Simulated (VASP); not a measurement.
# Ta (space group Im-3m): computed properties

Level of theory: LDA (Ceperley-Alder, Perdew-Zunger), VASP's LDA PAW potentials (set 64) (plane waves; VASP 6.6.1).

For Ta, the space group is Im-3m (229), the cell is a = 3.2600 Å, b = 3.2600 Å, c = 3.2600 Å, α = 90.00°, β = 90.00°, γ = 90.00° and the volume per atom is 17.32 Å³/atom. The band gap (over mesh and band path) comes out as none (metal, semimetal or under 0.01 eV) and the Hill bulk modulus is 221 GPa. The Hill shear modulus comes out as 772 kbar and the Poisson's ratio is 0.344. The band gap with spin-orbit coupling is none (metallic). The density is 17.35 g/cm³, the C11 is 317 GPa and the C12 is 173 GPa. The C44 is 80.7 GPa.

```cif
data_Ta2
_chemical_formula_sum 'Ta2'
_space_group_name_H-M_alt 'Im-3m'
_space_group_IT_number 229
_space_group_name_Hall '-I 4 2 3'
_cell_length_a 3.25996
_cell_length_b 3.25996
_cell_length_c 3.25996
_cell_angle_alpha 90.000
_cell_angle_beta 90.000
_cell_angle_gamma 90.000
loop_
_atom_site_label
_atom_site_type_symbol
_atom_site_symmetry_multiplicity
_atom_site_Wyckoff_symbol
_atom_site_fract_x
_atom_site_fract_y
_atom_site_fract_z
_atom_site_occupancy
Ta1 Ta 2 a 0.00000 0.00000 0.00000 1
```
(The calculation used a cell of 1 atom; values per cell refer to that cell.)

Finite-difference elastic constants of metals are sensitive to mesh and smearing; shear constants can be off by tens of GPa. Unless said otherwise, spin-orbit coupling is left out, though it shifts the bands of the heavy elements here.

The structure comes from a computed database's Ta entry (Im-3m); how it stands against other phases isn't given here. It was relaxed first. Symmetry was kept, so distortions that lower it aren't found.
